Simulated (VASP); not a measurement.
Consider the following.

```
Li
1.0
   -1.75044     1.75044     1.75044
    1.75044    -1.75044     1.75044
    1.75044     1.75044    -1.75044
Li
1
Direct
  0.00000   0.00000   0.00000
```

These are PW91 GGA, VASP's PBE PAW potentials (set 64) (plane waves; VASP 6.6.1) values and carry that method's errors. Numerical set-up: 520 eV cut-off, 15×15×15 Γ-centred mesh, first-order Methfessel-Paxton smearing of 0.10 eV, potentials Li_sv.

Task: Predict the energy per atom (σ→0), band gap (on the k-mesh) with the smallest direct gap where there is one.

Result: 
```json
{
 "band gap (on the k-mesh)": "none (metal, semimetal or under 0.01 eV)",
 "energy per atom (σ→0)": "-1.886 eV/atom"
}
```

Only differences to runs with the same potentials and settings are physical.

The compound is Li in the bcc structure. This cell is one point of a volume scan, at 1.06 of the reference volume.
